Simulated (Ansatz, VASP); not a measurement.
# Sn2Ir: VASP beside Ansatz, part 2 of 2

One calculation is typed for both programs; each brings its own data sets. How far apart do they land? The cell is taken from a series of runs on this material, whose earlier steps may have relaxed, scaled, displaced or heated it; both programs get it as it stands.

VASP 6.6.1 and Ansatz 0.2.0.

So far: Set-up; VASP: zone-centre phonons, PBEsol.

## Step 3: Ansatz: zone-centre phonons, PBEsol

Level of this step: Ansatz beside VASP: Kohn-Sham DFT, plane waves, PBEsol (Ansatz).

Ansatz runs on its PAW soft_1 files.

The same cell, functional, mesh and smearing now go to Ansatz, which takes its cutoff from its data sets.

input.yaml

```yaml
crystal:
  lattice:
    - [0.0, 3.1730845962, 3.1730845962]
    - [3.1730845962, 0.0, 3.1730845962]
    - [3.1730845962, 3.1730845962, 0.0]
  atoms:
    - { symbol: Sn, position: [0.25, 0.25, 0.25] }
    - { symbol: Sn, position: [0.75, 0.75, 0.75] }
    - { symbol: Ir, position: [0.0, 0.0, 0.0] }
kpoints:
  mp_grid: { grid: [12, 12, 12] }
hamiltonian:
  xc: pbesol
  pseudopotentials: { kind: paw, azcp: { folder: soft_1 }, xc_functional: pbe }
scf:
  occupations: { method: methfessel_paxton, width: 0.2 }
output:
  eigenvalues: true
phonons:
  method: dfpt
```

Run with:

```sh
> ansatz run input.yaml --threads 4 --pin off --max-ram 10240MiB --backend cpu --events-out ev --progress --plain --runs-dir out
```

Numbers of over 12 decimals in the logs are rounded to 6 here.

The log of the run:

```text
zone centre: on kpoints.mp_grid the ground state, and the responses unless they are solved on pairs of k-points, stand on 163 of the mesh's 1728 k-points, reduced under 8 symmetry operations, with k and −k counted as one. Each operation leaves every solved displacement unchanged or reverses it
Engine: ansatz 0.2.0, x86_64-unknown-linux-gnu
Pseudopotentials: kind: paw
Pseudopotential: Sn, paw, valence charge 14, recommended cutoff 420 eV (normal), soft_1/Sn.paw.azcp
Pseudopotential: Ir, paw, valence charge 17, recommended cutoff 420 eV (normal), soft_1/Ir.paw.azcp
Functional definition: PBEsol
  exchange = pbesol_x
  correlation = pbesol_c
Crystal: 3 atoms, lattice volume = 63.896 Å³
Basis set: ecut = 420 eV, 1243 PW (Γ), exchange–correlation on 60×60×60 points (8 copies of the dense FFT grid, shifted against one another)
Bands: 27, of which v1, the nominal top of the filled ones, is band 23 counted from 1 (22 counted from 0)
Symmetry: 48 space group operations
k-points: 163 of 1728 (irreducible under 8 space group operations, time reversal used)
Non-local potential: Sn, projectors of the file, l = 0: 2, l = 1: 2, l = 2: 2, l = 3: 1
Non-local potential: Ir, projectors of the file, l = 0: 3, l = 1: 2, l = 2: 2, l = 3: 1
PAW form: soft (Blöchl's): semilocal exchange-correlation on the pseudo side does not see the compensation charge
PAW frozen core: Sn, regenerated for the run's functional, and the local potential with it (the file was generated under x = pbe(κ = 0.804, μ = 0.219515), c = pbe(β = 0.066725))
PAW frozen core: Ir, regenerated for the run's functional, and the local potential with it (the file was generated under x = pbe(κ = 0.804, μ = 0.219515), c = pbe(β = 0.066725))
PAW one-centre angular grid: Sn, 590 points (default); XC on 64 Gauss nodes
PAW one-centre angular grid: Ir, 590 points (default); XC on 64 Gauss nodes
Initial density: superposition of atomic densities (chi_scale 0.1, normalization cell, long waves kept (reshape's long-wave potential 0.00 eV rms))
Initial wavefunctions: pseudopotential atomic-orbital guess
Functional: x = pbesol(κ = 0.804, μ = 0.123457), c = pbesol(β = 0.046)
SCF iter   1: F=—  HF=-23701.427776 eV  |F-HF|=—  |Δ(HF+E_count)|=         —  Δρ=3.38e-2  dr2=1.42e0  ethr=3.10e-3  ⟨swp⟩=5.4  Hψ=18186  notcnv=0
preconditioner: auto → Kerker (q_TF=auto, 2.573 Å⁻¹)  [metal: Δε(μ)=0.032 eV  Ē_g=16.726 eV  σ=0.200 eV  W_gap=0.13  n_scr=14 (ndim 8)  ℏωp=28.3 eV  f_vac=0.002  D(μ)=1.49/eV (n_scr^D=14)]
SCF iter   2: F=—  HF=-23701.157906 eV  |F-HF|=—  |Δ(HF+E_count)|=   2.70e-1  S|Δr|=    0.00e0  Δρ=2.21e-2  dr2=4.33e-1  ethr=3.10e-3  ⟨swp⟩=2.0  Hψ=6216  notcnv=0  defer=28
SCF iter   3: F=—  HF=-23701.037234 eV  |F-HF|=—  |Δ(HF+E_count)|=   1.21e-1  S|Δr|=    0.00e0  Δρ=7.47e-3  dr2=8.96e-2  ethr=9.62e-4  ⟨swp⟩=3.0  Hψ=8235  notcnv=0  defer=28
SCF iter   4: F=—  HF=-23701.019715 eV  |F-HF|=—  |Δ(HF+E_count)|=   1.75e-2  S|Δr|=    0.00e0  Δρ=2.69e-3  dr2=8.11e-3  ethr=1.99e-4  ⟨swp⟩=2.1  Hψ=5294  notcnv=0  defer=28
SCF iter   5: F=—  HF=-23701.020521 eV  |F-HF|=—  |Δ(HF+E_count)|=   8.06e-4  S|Δr|=    0.00e0  Δρ=9.83e-4  dr2=1.24e-3  ethr=1.80e-5  ⟨swp⟩=1.4  Hψ=5430  notcnv=0  defer=29
SCF iter   6: F=—  HF=-23701.020817 eV  |F-HF|=—  |Δ(HF+E_count)|=   2.96e-4  S|Δr|=    0.00e0  Δρ=2.83e-4  dr2=6.77e-5  ethr=2.75e-6  ⟨swp⟩=2.1  Hψ=7001  notcnv=0  defer=29
SCF iter   7: F=—  HF=-23701.020873 eV  |F-HF|=—  |Δ(HF+E_count)|=   5.63e-5  S|Δr|=    0.00e0  Δρ=5.44e-5  dr2=1.80e-6  ethr=1.50e-7  ⟨swp⟩=3.0  Hψ=7595  notcnv=0  defer=29
SCF iter   8: F=—  HF=-23701.020875 eV  |F-HF|=—  |Δ(HF+E_count)|=   1.60e-6  S|Δr|=    0.00e0  Δρ=1.19e-5  dr2=1.19e-7  ethr=4.00e-9  ⟨swp⟩=2.0  Hψ=5796  notcnv=0  defer=29
SCF iter   9: F=—  HF=-23701.020875 eV  |F-HF|=—  |Δ(HF+E_count)|=   5.58e-8  S|Δr|=    0.00e0  Δρ=1.77e-6  dr2=2.11e-9  ethr=2.64e-10  ⟨swp⟩=2.0  Hψ=5760  notcnv=0  defer=29
SCF iter  10: F=—  HF=-23701.020875 eV  |F-HF|=—  |Δ(HF+E_count)|=   1.62e-9  S|Δr|=    0.00e0  Δρ=2.52e-7  dr2=4.24e-11  ethr=4.70e-12  ⟨swp⟩=2.0  Hψ=5804  notcnv=0  defer=29
SCF iter  11: F=-23701.020875 eV  HF=-23701.020875 eV  |F-HF|=3.64e-12  |Δ(HF+E_count)|=  4.37e-11  S|Δr|=    0.00e0  Δρ=3.14e-8  dr2=4.85e-13  ethr=1.00e-12  ⟨swp⟩=7.6  Hψ=20874  notcnv=0
the search or the solves at the SCF's close seem to have found levels that the self-consistency loop had missed (the run counts 2). By its estimate they hold under 1e-12 electrons; where the run keeps them, the occupations were computed again with them
SCF 1 converged in 11 iterations: F = -23701.020875 eV  dr2 = 4.85e-13
  greatest PAW one-centre occupation: 1.000 electrons in one spin orbital (limit 2), on the Ir atom at site 2 (counted from 0), in its partial waves of l = 0
DFPT response loops at Γ: preconditioner auto → Kerker (q_TF=auto, 2.573 Å⁻¹) (partly filled bands, converged f_vac=0.036); β = 1.00, the filter's whole step (`scf.mixing.beta` (0.50) is not read by the response loops under this deck's `scf.mixing.preconditioner`; to damp them name `kerker` or `kerker_dos`, under which they read `scf.mixing.beta`, and type it under 1.00, their step now; both keys bind the ground state too); Broyden in place of MSR1
SCF converged after 11 iterations
Stability not checked: this state was not tested for a lower state beside it, because cold or Methfessel-Paxton smearing, or corrected tetrahedra, fill the levels in a way that the test cannot read (fill_not_monotonic; see scf.lower_state_search)
Free energy (F): -23701.020875 eV
Harris-Foulkes:  -23701.020875 eV  (|F-HF|=3.64e-12)
Internal energy: -23701.018155 eV  (E = F + TS)
E sigma→0 (E₀):  -23701.020195 eV
Entropy (-TS):   -0.002720 eV (-0.907 meV/atom)
Fermi energy:    14.603689 eV
--- Per-component energies (eV) ---
  E_band       = -308.223196
  E_kinetic    = 882.973689
  E_local      = -3624.160625  (includes V_loc(G=0)·N_el)
  E_nonlocal   = 487.625792
  E_hartree    = 1649.716343
  E_xc         = -480.144067
  E_vxc        = -419.636225  (∫ρ·V_xc dr)
  E_paw        = -17724.805800  (= ΣΔE_a)
  E_vpaw       = -934.459476  (= ΣTr[D̂ρ^β])
  E_aug_tail   = 0.000950  (compensation charges beyond the density's cutoff)
  E_ewald      = -4893.059463
  E_core_change = 0.835027  (= ΣΔE_core)
  E_smearing   = -0.002720  (= −TS)
  E_closure    = 0.000000  (closes the sum)
  Σ components = -23701.020875   (vs F -23701.020875, Δ=0.00e0)
--- Band table (eV; the first three rows and the last of 163) ---
  k-point 0: bands = [... 19 lower, 12.4956, 12.4956, 18.2198, 18.2198, 18.2198, 18.5488, 18.5488, 18.5488]
  k-point 1: bands = [... 19 lower, 12.4615, 12.7945, 16.8482, 17.6655, 17.6655, 18.6207, 18.7282, 18.7282]
  k-point 2: bands = [... 19 lower, 12.3833, 13.5564, 15.3342, 16.8906, 16.8906, 18.1871, 18.7717, 18.7717]
  k-point 162: bands = [... 19 lower, 12.1291, 12.1646, 12.6180, 13.8189, 18.0001, 18.0001, 20.0783, 20.4699]
--- Phonons (Γ-DFPT): 2 representative perturbations + reference, on 163 of 1728 k-points (Σ response iterations 6) ---
  k mesh reduced under 8 symmetry operations, with k and −k counted as one. Each operation leaves every solved displacement unchanged or reverses it
  ASR residual: 9.268e-5 → 0.000e0 eV/Å²; symmetrization residual: 1.144e-5 eV/Å²
  ASR residual per site (eV/Å²): 5.99e-5 5.99e-5 9.27e-5
  Γ frequencies (cm⁻¹): 0.00 0.00 0.00 142.90 142.90 142.90 144.34 144.34 144.34
  non-analytic LO–TO correction: not included (Born effective charges unavailable; polar crystals: no LO–TO splitting at Γ)
```

In the SCF lines HF is the Harris–Foulkes energy and dr2 the Hartree energy of the density residual, in eV; the loop may stop once dr2 is under the threshold and the program's other checks hold. Hψ counts applications of the Hamiltonian.

## Step 4: Side by side

Known differences besides the potentials themselves: the data sets hold 45 valence electrons in Ansatz (on its PAW soft_1 files) and 37 in VASP; the cutoff is 420 eV in Ansatz and 500 eV in VASP; Ansatz makes its cores anew for this functional, VASP keeps those of its PBE data sets. Total energies have different zeros and are not compared.

The two programs side by side:

```csv
quantity,Ansatz,VASP,difference
optical mode 1 to 3 (cm⁻¹),142.9,143.5,-0.43 %
optical mode 4 to 6 (cm⁻¹),144.3,145.6,-0.86 %
```

Modes are paired by rising frequency, not by their patterns, so a pair may set unlike modes beside each other; they are those without the splitting of longitudinal modes.

## Step 5: Results

- r.m.s. difference of the optical zone-centre modes, each program's sorted by frequency (zone-centre phonons, PBEsol): 0.99 cm⁻¹
- difference in optical mode 4 to 6 (zone-centre phonons, PBEsol): -0.9 %

The r.m.s. difference of the optical zone-centre modes, each program's sorted by frequency is 0.99 cm⁻¹ (zone-centre phonons, PBEsol). The data sets hold unlike numbers of valence electrons (45 in Ansatz and 37 in VASP), so part of the differences comes from the potentials. Among the rows given in per cent, the largest difference of the zone-centre phonons, PBEsol pair is in optical mode 4 to 6, -0.9 %. 1 further run of this series is not shown here. Such differences can come from data sets, numerical settings and the points named under the comparisons, not from the functional's error against experiment.

[Lines on the potential files, build, host, timing and source positions are cut from VASP's logs without a mark.]

[Logs are printed without paths, hosts, clocks, repeated set-up lines and the standing remarks that a program may print on its own settings, such as how far it seeks lower states.]

[Hosts, paths, dates, database ids (printed as entryN), source tags and the programs' standing remarks are cut or masked in the printed files.]
